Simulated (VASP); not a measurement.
Crystal: TiPt3.

```
CELL_PARAMETERS angstrom
3.89700 0.00000 0.00000
0.00000 3.89700 0.00000
0.00000 0.00000 3.89700
ATOMIC_POSITIONS crystal
Ti 0.00000 0.00000 0.00000
Pt 0.00000 0.50000 0.50000
Pt 0.50000 0.00000 0.50000
Pt 0.50000 0.50000 0.00000
```

```yaml
Program: VASP 6.6.1
Task: relaxation of cell and atoms
Functional: RPBE
Potentials_or_basis: VASP PAW PBE potentials, release 64 (Ti_sv, Pt)
Cutoff: 600 eV
k_mesh: 10 × 10 × 10
Occupations: methfessel-paxton, width 0.1 eV
Spin: no spin polarisation
```

At the start: pressure 14.0 GPa; volume 14.80 Å³/atom.

Task: How do energy, volume and symmetry change on relaxing?

Result: Over 4 steps the energy falls by 34.8 meV/atom and the volume is 15.64 Å³/atom (+5.7 %); space group Pm-3m (No. 221, to 0.05 Å).

Step by step:
| step | energy change (eV) | largest force (eV/Å) | pressure (GPa) | volume (Å³) |
| --- | --- | --- | --- | --- |
| 1 | 0.0000 | 0.0000 | 14.03 | 59.18 |
| 2 | 0.4661 | 0.0000 | -20.15 | 70.99 |
| 3 | -0.1388 | 0.0000 | -0.56 | 62.70 |
| 4 | -0.1391 | 0.0000 | -0.09 | 62.56 |

Final structure:
```
CELL_PARAMETERS angstrom
3.96975 0.00000 0.00000
0.00000 3.96975 0.00000
0.00000 0.00000 3.96975
ATOMIC_POSITIONS crystal
Ti 0.00000 0.00000 0.00000
Pt 0.00000 0.50000 0.50000
Pt 0.50000 0.00000 0.50000
Pt 0.50000 0.50000 0.00000
```

Caveat: the PAW data sets were made with another functional, which shifts forces and pressure a little.
